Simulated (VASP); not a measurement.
A convergence study with VASP on Nb (space group Im-3m): one setting is varied, all else stays as given below, so the limit is that of these other settings.

```xyz
1
Lattice="-1.6583 1.6583 1.6583 1.6583 -1.6583 1.6583 1.6583 1.6583 -1.6583" Properties=species:S:1:pos:R:3 pbc="T T T"
Nb     0.0000     0.0000     0.0000
```

Computed with PBE GGA, VASP's PBE PAW potentials (set 64) (plane waves; VASP). The tightest run used: 720 eV cut-off, 14×14×14 Γ-centred mesh, Fermi-Dirac smearing of 0.10 eV, potentials Nb_sv.

| setting | E (eV/atom) | pressure (GPa) | plane waves |
|---|---|---|---|
| ENCUT = 105 | 8.7303 | -1262.43 | 50 |
| ENCUT = 120 | 0.1217 | -838.48 | 60 |
| ENCUT = 135 | -3.9394 | -558.04 | 70 |
| ENCUT = 150 | -5.7974 | -384.51 | 83 |
| ENCUT = 165 | -7.8269 | -258.03 | 96 |
| ENCUT = 180 | -9.2145 | -161.21 | 116 |
| ENCUT = 210 | -10.1555 | -51.89 | 140 |
| ENCUT = 240 | -10.2337 | -14.30 | 164 |

Task: These are the cheaper rows. Estimate the results at ENCUT = 720, and how far the last row shown lies from them.

Result: 
```
quantity        tightest run  last row shown is off by
--------------  ------------  ------------------------
E (eV/atom)         -10.2132                   -0.0206
pressure (GPa)         -0.79                    -13.51
```

Left out are rungs that failed or repeat a setting and relaxations that didn't move; long series are thinned to 24 rows.

The structure is a typed Nb crystal (space group no. 229). The cell was not relaxed at this level.
